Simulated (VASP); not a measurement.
# SiC: stress against strain

SiC (wurtzite, P6_3mc, 10.160 Å³/atom and stress up to 0.23 GPa in the relaxed cell, c along z) under an equal strain ε along x and y, with z held. LDA in VASP (plane waves, PAW), 600 eV, 12×12×6 Γ-centred mesh, Gaussian smearing 0.05 eV; ions are relaxed, or left where forces stay under 0.02 eV/Å, within the symmetry of each cell. Stress is positive for a compressed cell.

Here s stands for strain and y for stress xx.

```
strain (%)  stress xx (GPa)
----------  ---------------
-3.00                     ?
-1.50                  9.96
-1.00                  6.43
-0.50                  3.04
0.00                  -0.23
0.50                  -3.30
1.00                  -6.27
1.50                  -9.11
```

Question: Fit y against s with a straight line, and predict the withheld value at s = -3.00.

Answer: Means: s 0, y 0.074. About the means, the sum of products is -44.475 and the sum of squares of s is 7.0000; the slope is their ratio. Least squares gives y = 0.074 - 6.3536·s. Residuals (row less fit): 0.356, 0.002, -0.211, -0.304, -0.197, 0.010, 0.346; standard error 0.291 (degrees of freedom: 5). The slope gives the elastic constants C11 + C12 = 635 ± 11 GPa (± standard error of the fit, which holds the terms cut off). At the withheld row, y = 0.074 - 6.3536 × (-3.0) = 19.135 GPa. The calculation gives 21.47 GPa, 2.335 GPa above the prediction (7.6 % of the range of y in the table). The row lies outside the fitted rows, so this is an extrapolation. From the scatter of the fitted rows alone, a prediction at this place has a standard error of 0.453 GPa, so the miss is 5.2 times that.

A polynomial of degree 2 through the 12 other runs of the series gives 21.39 there, so most of the miss is curvature that the fit leaves out. SiC is here the rare 2H polytype. Rows are the converged runs of the series near zero and its far end; series whose fitted rows scatter by over a few per cent of the range, as at a crossing or softening among them, aren't shown in this form, nor equations of state whose B0' disagrees with the runs' pressures. Most that stay on the fit to the last digits aren't either.
